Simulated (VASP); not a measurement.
## Mg₃ZnTe₄ (ordered alloy cell): computed properties

Calculation: PBEsol GGA, VASP's PBE PAW potentials (set 64) (plane waves; VASP).

```json
{
 "space_group": "Amm2 (38)",
 "cell": "a = 4.476 Å, b = 8.982 Å, c = 12.722 Å, α = β = γ = 90.00°",
 "volume_per_atom": "31.97 Å^3/atom",
 "band gap (over mesh and band path)": "1.61 eV",
 "smallest direct gap (over mesh and band path)": "1.61 eV",
 "band_edge_character": "direct, Γ to Γ",
 "density": "4.21 g/cm³"
}
```

Space group Amm2 (No. 38); a = 4.476 Å, b = 8.982 Å, c = 12.722 Å, α = 90.00°, β = 90.00°, γ = 90.00°

```tsv
atom	site	symmetry	x	y	z
Zn	2b	mm2	0.5000	0.5000	0.4999
Te	2a	mm2	0.0000	0.0000	0.8833
Te	4e	m..	0.5000	0.2415	0.1205
Te	2a	mm2	0.0000	0.0000	0.3750
Mg	4d	m..	0.0000	0.2507	0.2500
Mg	2b	mm2	0.5000	0.5000	0.0007
```
(The calculation used a cell of 8 atoms; values per cell refer to that cell.)

Unless said otherwise, spin-orbit coupling is left out, though it shifts the bands of the heavy elements here.

The structure was generated: Mg3ZnTe4 was put into an ordered model structure (Amm2), which need not be its known phase. It was relaxed first. Symmetry was kept, so distortions that lower it aren't found.
